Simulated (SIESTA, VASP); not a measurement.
This is a calculation of In3As for SIESTA 5.4.2. Atoms were shifted at random by some hundredths of an Å from the given cell, which wasn't relaxed again for these runs. The cell comes from a database or a generator and needn't be the stable form of this composition.

The input In3As.fdf:

```
SystemName                      In3As
SystemLabel                     In3As
NumberOfSpecies                 2
NumberOfAtoms                   4
%block ChemicalSpeciesLabel
  1  49 In
  2  33 As
%endblock ChemicalSpeciesLabel

LatticeConstant                 1.0 Ang
%block LatticeVectors
     4.6716810000     0.0000000000     0.0000000000
     0.0000000000     4.6716810000     0.0000000000
     0.0000000000     0.0000000000     4.6716810000
%endblock LatticeVectors
AtomicCoordinatesFormat         Ang
%block AtomicCoordinatesAndAtomicSpecies
     2.3492435528     2.3264504212    -0.0415966476  1
     2.3065770902    -0.0548081615     2.3150655346  1
    -0.0457404287     2.3240678639     2.3837392453  1
    -0.0050033704     0.0389664912    -0.0137113837  2
%endblock AtomicCoordinatesAndAtomicSpecies

%block kgrid.MonkhorstPack
    6   0   0  0.0
    0   6   0  0.0
    0   0   6  0.0
%endblock kgrid.MonkhorstPack
XC.Functional                   GGA
XC.Authors                      PBE
PAO.BasisSize                   DZP
PAO.EnergyShift                 0.003 Ry
Mesh.Cutoff                     500 Ry
OccupationFunction              FD
ElectronicTemperature           0.05 eV
MaxSCFIterations                120
SCF.MustConverge                false
SCF.Mixer.Method                Pulay
SCF.Mixer.Weight                0.25
SCF.Mixer.History               8
SCF.DM.Tolerance                5.0e-05
SCF.H.Tolerance                 1.0e-03 eV
WriteForces                     true
Charge.Mulliken                 end
%block PAO.Basis
  In 4
  n=5 0 2
    6.996 0.000
  n=5 1 2
    9.500 0.000
  n=4 2 2
    4.106 0.000
  n=5 2 1
    9.500
  As 4
  n=4 0 2
    5.512 0.000
  n=4 1 2
    7.356 0.000
  n=3 2 2
    2.890 0.000
  n=4 2 1
    7.356
%endblock PAO.Basis
```

Potentials or basis: PseudoDojo 0.4 standard (PBE files), converted to PSML, two zetas on semicore shells, DZP (energy shift 0.003 Ry; two zetas on semicore shells).

Run with:

```console
$ siesta < In3As.fdf > In3As.out 2>&1
```

What does the same run look like in VASP 6.6.1? Potentials or basis there: PBE PAW files As, In_d, 520 eV.

As run (cutoffs and basis follow the program's own potentials, and thresholds, step limits or extra output files can differ):

Contents of INCAR:

```
SYSTEM = In3As
PREC     = Accurate       ! precision mode
ENCUT    = 520            ! plane-wave cutoff, eV
EDIFF    = 1E-7           ! SCF threshold, eV
ISMEAR   = -1             ! smearing method
SIGMA    = 0.05           ! smearing width, eV
LREAL    = .FALSE.        ! projectors in reciprocal space
LASPH    = .TRUE.         ! aspherical terms in the spheres
NELM     = 100            ! most SCF steps
ALGO     = Normal         ! electronic algorithm
ISIF     = 2              ! what is computed and relaxed
LWAVE    = .FALSE.        ! write WAVECAR
LCHARG   = .FALSE.        ! write CHGCAR
GGA      = PE             ! functional
NBANDS   = 30             ! bands
```

KPOINTS

```
Automatic mesh
0
G
  6 6 6
  0 0 0
```

The input POSCAR:

```
In3As
1.0
    4.6716810000      0.0000000000      0.0000000000
    0.0000000000      4.6716810000      0.0000000000
    0.0000000000      0.0000000000      4.6716810000
In As
3 1
Direct
    0.5028690000      0.4979900000     -0.0089040000
    0.4937360000     -0.0117320000      0.4955530000
   -0.0097910000      0.4974800000      0.5102530000
   -0.0010710000      0.0083410000     -0.0029350000
```

Potentials or basis: VASP PAW PBE potentials, release 64 (In_d, As).

Launch:

```bash
$ cat potpaw_PBE.64/In_d/POTCAR potpaw_PBE.64/As/POTCAR > POTCAR
$ mpirun -np 1 vasp_std > vasp.out
```

Both were run:

|  | SIESTA | VASP |
| --- | --- | --- |
| Pressure | 1.5 GPa | 0.6 GPa |
| Largest force | 0.200 eV/Å | 0.198 eV/Å |

The potentials hold 54 and 44 valence electrons a cell.

Pressure is positive in compression.
